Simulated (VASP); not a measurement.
# CuF (Pm-3m) in VASP: further runs

The runs below take CuF through single point, relaxation of cell and atoms, with PBE.

Program: VASP 6.6.1. These are calculated values, not measurements. Logs are shortened: lines on timing, memory, paths and dates and some standing lists are left out, and cuts for length are marked.

## 1. The crystal as given

Symmetry: Pm-3m, No. 221, cubic system. The conventional cell has a = 2.794 Å, b = 2.794 Å, c = 2.794 Å, α = 90.00°, β = 90.00°, γ = 90.00°. Around Cu (site symmetry m-3m) lie 8 F at 2.42 Å. Around F (site symmetry m-3m) lie 8 Cu at 2.42 Å.

The cell was built by a generator and needn't be a form met in nature.

## 2. Single point, PBE

Input file INCAR:

```
PREC     = Accurate       # precision mode
ENCUT    = 520            # plane-wave cutoff, eV
EDIFF    = 1E-6           # SCF threshold, eV
ISMEAR   = -1             # smearing method
SIGMA    = 0.02           # smearing width, eV
LREAL    = F              # projectors in reciprocal space
LASPH    = T              # aspherical terms in the spheres
NELM     = 100            # most SCF steps
ALGO     = Normal         # electronic algorithm
ISIF     = 2              # what is computed and relaxed
LWAVE    = F              # write WAVECAR
LCHARG   = F              # write CHGCAR
GGA      = PE             # functional
NBANDS   = 16             # bands
```

Input file KPOINTS:

```
Automatic mesh
0
Gamma
  10 10 10
```

Input file POSCAR:

```
CuF
1.0
    2.7936810894      0.0000000000      0.0000000000
    0.0000000000      2.7936810894      0.0000000000
    0.0000000000      0.0000000000      2.7936810894
Cu F
1 1
Direct
    0.0000000000      0.0000000000      0.0000000000
    0.5000000000      0.5000000000      0.5000000000
```

Potentials or basis: VASP PAW PBE potentials, release 64 (Cu, F).

Launch:

```
$ cat potpaw_PBE.64/Cu/POTCAR potpaw_PBE.64/F/POTCAR > POTCAR
$ mpirun -np 1 vasp_std > vasp.out
```

OUTCAR:

```text
PREC = Accurate
   ENCUT = 520
   EDIFF = 1E-6
   ISMEAR = -1
   LREAL = F
   LASPH = T
   NELM = 100
   ISIF = 2
   GGA = PE

 ion  position               nearest neighbor table
   1  0.000  0.000  0.000-
   2  0.500  0.500  0.500-

  LATTYP: Found a simple cubic cell.
 ALAT       =     2.7936810894

  Lattice vectors:

 A1 = (   2.7936810894,   0.0000000000,   0.0000000000)
 A2 = (   0.0000000000,   2.7936810894,   0.0000000000)
 A3 = (   0.0000000000,   0.0000000000,   2.7936810894)

Analysis of symmetry for initial positions (statically):
=====================================================================
 Subroutine PRICEL returns:
 Original cell was already a primitive cell.

 Routine SETGRP: Setting up the symmetry group for a
 simple cubic supercell.

 Subroutine GETGRP returns: Found 48 space group operations
 (whereof 48 operations were pure point group operations)
 out of a pool of 48 trial point group operations.

The static configuration has the point symmetry O_h .

Analysis of symmetry for dynamics (positions and initial velocities):
=====================================================================
 Subroutine PRICEL returns:
 Original cell was already a primitive cell.

 Routine SETGRP: Setting up the symmetry group for a
 simple cubic supercell.

 Subroutine GETGRP returns: Found 48 space group operations
 (whereof 48 operations were pure point group operations)
 out of a pool of 48 trial point group operations.

The dynamic configuration has the point symmetry O_h .

 Subroutine INISYM returns: Found 48 space group operations
 (whereof 48 operations are pure point group operations),
 and found     1 'primitive' translations

----------------------------------------------------------------------------------------

                                     Primitive cell

  volume of cell :      21.8037

  direct lattice vectors                    reciprocal lattice vectors
     2.793681089  0.000000000  0.000000000     0.357950664  0.000000000  0.000000000
     0.000000000  2.793681089  0.000000000     0.000000000  0.357950664  0.000000000
     0.000000000  0.000000000  2.793681089     0.000000000  0.000000000  0.357950664

  length of vectors
     2.793681089  2.793681089  2.793681089     0.357950664  0.357950664  0.357950664
[... 77 lines left out ...]
   LSORBIT =      F    spin-orbit coupling
   LASPH  =      T    aspherical Exc in radial PAW
   ENCUT  =  520.0 eV  38.22 Ry    6.18 a.u.   5.19  5.19  5.19*2*pi/ulx,y,z
   NELM   =    100;   NELMIN=  2; NELMDL= -5     # of ELM steps
   EDIFF  = 0.1E-05   stopping-criterion for ELM
   LREAL  =      F    real-space projection
   EDIFFG = 0.1E-04   stopping-criterion for IOM
   NSW    =      0    number of steps for IOM
   IBRION =     -1    ionic relax: 0-MD 1-quasi-New 2-CG
   NFREE  =      0    steps in history (QN), initial steepest desc. (CG)
   ISIF   =      2    stress and relaxation
   ISYM   =      2    0-nonsym 1-usesym 2-fastsym
   POTIM  = 0.5000    time-step for ionic-motion
   TEBEG  =    0.0;   TEEND  =   0.0 temperature during run
   PSTRESS=    0.0 pullay stress
   NELECT =      18.0000    total number of electrons
   NUPDOWN=      -1.0000    fix difference up-down
   EMIN   =  10.00;   EMAX   =-10.00  energy-range for DOS
   EFERMI =   0.00;   METHOD = LEGACY
   ISMEAR =    -1;   SIGMA  =   0.02  broadening in eV -4-tet -1-fermi 0-gaus
   EFERMI_NEDOS =   21; number of points for ismear=-14 and -15
   IALGO  =     38    algorithm
   IMIX   =      4    mixing-type and parameters
     AMIX     =   0.40;   BMIX     =  1.00
     AMIX_MAG =   1.60;   BMIX_MAG =  1.00
  volume/ion in A,a.u.               =      10.90        73.57
  Fermi-wavevector in a.u.,A,eV,Ry     =   1.535756  2.902158 32.089966  2.358546
  Thomas-Fermi vector in A             =   2.642500
   LORBIT       =      0    0 simple, 1 ext, 2 COOP (PROOUT), +10 PAW based schemes
   GGA     = PE    functional components
   LHFCALC =     F    Hartree Fock is set to
   AEXX    =    0.0000 exact exchange contribution
   IVDW    =     0    specifies the selected vdW correction
   LEPSILON=     F    determine dielectric tensor
   LRPA    =     F    only Hartree local field effects (RPA)
 non-spin polarized calculation
  energy-cutoff  :      520.00
  volume of cell :       21.80
 maximum number of plane-waves:       624
 NGX is ok and might be reduce to    24
   NGX = 11   NGY = 11   NGZ = 11

 number of electron      18.0000025 magnetization

 Free energy of the ion-electron system (eV)
  ---------------------------------------------------
  ext. energy  EPLUGINS =         0.00000000
  ---------------------------------------------------
  free energy    TOTEN  =        -6.99256839 eV

  energy without entropy =       -6.99019581  energy(sigma->0) =       -6.99138210

 E-fermi :   4.3034     XC(G=0): -11.5242

 val. band max:        4.3006569700   @ k =   0.5000   0.5000   0.1000
 cond. band min:       4.3062641563   @ k =   0.5000   0.5000   0.2000
 fundamental gap:      0.0056071864
 Fermi energy:         4.3034438221

 k-point     1 :       0.0000    0.0000    0.0000
  band No.  band energies     occupation
      1     -19.3878      2.00000
      2       0.1341      2.00000
      3       0.1341      2.00000
      4       0.1341      2.00000
      5       2.4338      2.00000
      6       2.5889      2.00000
[... 433 lines left out ...]
      3      -0.1595      2.00000
      4      -0.1235      2.00000
      5       2.8611      2.00000
      6       3.5049      2.00000
[... 8 lines left out ...]
     15      27.5387      0.00000
     16      27.7776      0.00000

 [... further k-points ...]

------------------------ aborting loop because EDIFF is reached ----------------------------------------

  FORCE on cell =-STRESS in cart. coord.  units (eV):
  Direction    XX          YY          ZZ          XY          YZ          ZX
  --------------------------------------------------------------------------------------
  -------------------------------------------------------------------------------------
  Total       -0.0113903     -0.0113903     -0.0113903     -0.0000000     -0.0000000      0.0000000
  in kB       -0.8369818     -0.8369818     -0.8369818     -0.0000000     -0.0000000      0.0000000
  external PRESSURE =      -0.8369818 kB  Pullay stress =       0.0000000 kB

 VOLUME and BASIS-vectors are now :
 -----------------------------------------------------------------------------
  energy-cutoff  :      520.00
  volume of cell :       21.80
      direct lattice vectors                 reciprocal lattice vectors
     2.793681089  0.000000000  0.000000000     0.357950664  0.000000000  0.000000000
     0.000000000  2.793681089  0.000000000     0.000000000  0.357950664  0.000000000
     0.000000000  0.000000000  2.793681089     0.000000000  0.000000000  0.357950664

 POSITION                                       TOTAL-FORCE (eV/Angst)
 -----------------------------------------------------------------------------------
      0.00000      0.00000      0.00000         0.000000      0.000000      0.000000
      1.39684      1.39684      1.39684         0.000000      0.000000      0.000000
 -----------------------------------------------------------------------------------
    total drift:                                0.000000      0.000000     -0.000000

  FREE ENERGIE OF THE ION-ELECTRON SYSTEM (eV)
  ---------------------------------------------------
  free  energy   TOTEN  =        -6.9925683942 eV

  energy  without entropy=       -6.9901958060  energy(sigma->0) =       -6.99138210
```

stdout:

```text
POSCAR found type information on POSCAR CuF
 POSCAR found :  2 types and       2 ions
 scaLAPACK will be used
 LDA part: xc-table for (Slater+PW92), standard interpolation
 POSCAR, INCAR and KPOINTS ok, starting setup
 FFT: planning ... GRIDC
 FFT: planning ... GRID_SOFT
 FFT: planning ... GRID
 WAVECAR not read
 entering main loop
```

Run time: 13 s. Hardware: 1 thread of Intel Xeon Platinum 8488C (Sapphire Rapids), shared host; peak memory 0.15 GiB.

What came out:

```
Free energy            : -6.9926 eV
Pressure               : -0.1 GPa
Band gap on the k mesh : none (metal or under the smearing width)
```

Caveat: the run has no spin polarisation, though such a crystal can be magnetic; semilocal functionals often make such compounds metallic where correlation or magnetic order opens a gap, which also shifts bond lengths.

## 3. Relaxation of cell and atoms, PBE

This run uses another cell than the first one, of 5.48 Å³/atom, 0.503 times its volume.

Input file INCAR:

```
SYSTEM = CuF
  ALGO = Normal
  EDIFF = 1E-6
  EDIFFG = -0.005
  ENCUT = 600
  GGA = PE
  IBRION = 2
  ISIF = 3
  ISMEAR = -1
  LASPH = .TRUE.
  LCHARG = .FALSE.
  LREAL = .FALSE.
  LWAVE = .FALSE.
  NELM = 100
  NSW = 80
  PREC = Accurate
  SIGMA = 0.02
```

Input file KPOINTS:

```
k-points
0
G
  10 10 10
  0 0 0
```

Input file POSCAR:

```
CuF
1.0
    2.2218332067      0.0000000000      0.0000000000
    0.0000000000      2.2218332067      0.0000000000
    0.0000000000      0.0000000000      2.2218332067
Cu F
1 1
Direct
    0.0000000000      0.0000000000      0.0000000000
    0.5000000000      0.5000000000      0.5000000000
```

Potentials or basis: VASP PAW PBE potentials, release 64 (Cu, F).

Launch:

```
$ cat potpaw_PBE.64/Cu/POTCAR potpaw_PBE.64/F/POTCAR > POTCAR
$ mpirun -np 1 vasp_std > vasp.out
```

Wall time 66 s (1 thread of Intel Xeon Platinum 8488C (Sapphire Rapids), shared host); peak memory 0.13 GiB.

Results (log left out):

```yaml
Free_energy: -6.7651 eV
Relaxed_volume: 10.03 Å³/atom
Relaxed_cell: a = 2.717 Å, b = 2.717 Å, c = 2.717 Å, α = 90.00°, β = 90.00°, γ = 90.00°
Space_group_after_relaxing_to_0.05_Å: Pm-3m (No. 221)
Energy_gained_by_relaxing: 2878.0 meV/atom
Ionic_steps: 9
Pressure_after_relaxing: 0.0 GPa
Band_gap_on_the_k_mesh: none (metal or under the smearing width)
```

Step by step:
```
step  energy change (eV)  largest force (eV/Å)  pressure (GPa)  volume (Å³)
   1              0.0000                0.0000          340.58        10.97
   2              1.6651                0.0000          -96.61        41.83
   3             -5.6078                0.0000          -18.25        22.47
   4             -5.7275                0.0000           -8.73        21.09
   5             -5.7560                0.0000            0.20        20.05
   6             -5.7548                0.0000           -1.94        20.27
   7             -5.7556                0.0000            1.06        19.95
   8             -5.7560                0.0000           -0.15        20.07
   9             -5.7560                0.0000            0.05        20.06
```

Final structure:
```
CELL_PARAMETERS angstrom
2.71695 0.00000 0.00000
0.00000 2.71695 0.00000
0.00000 0.00000 2.71695
ATOMIC_POSITIONS crystal
Cu 0.00000 0.00000 0.00000
F 0.50000 0.50000 0.50000
```

Levels at points of the mesh, in eV from the Fermi level:
```
           k point  band 6  band 7  band 8  band 9  band 10  band 11  band 12  band 13
(0.00, 0.00, 0.00)   -1.99   -1.88   -0.36   -0.36    -0.36    15.48    15.48    17.39
(0.50, 0.00, 0.00)   -0.44   -0.31   -0.16   -0.16     4.25     5.02    16.97    16.97
(0.50, 0.50, 0.00)   -1.29   -0.78   -0.78   -0.01     5.09     8.74     8.74    15.14
(0.50, 0.50, 0.50)   -0.02   -0.02    0.02    0.02     6.92     6.92     6.92    11.84
```

Caveat: the volume moved by over 15 % at a fixed basis, so the end points are rough; the run has no spin polarisation, though such a crystal can be magnetic; semilocal functionals often make such compounds metallic where correlation or magnetic order opens a gap, which also shifts bond lengths. With open d or f shells a metallic result of PBE can be an artefact of self-interaction; +U or a hybrid may open a gap.
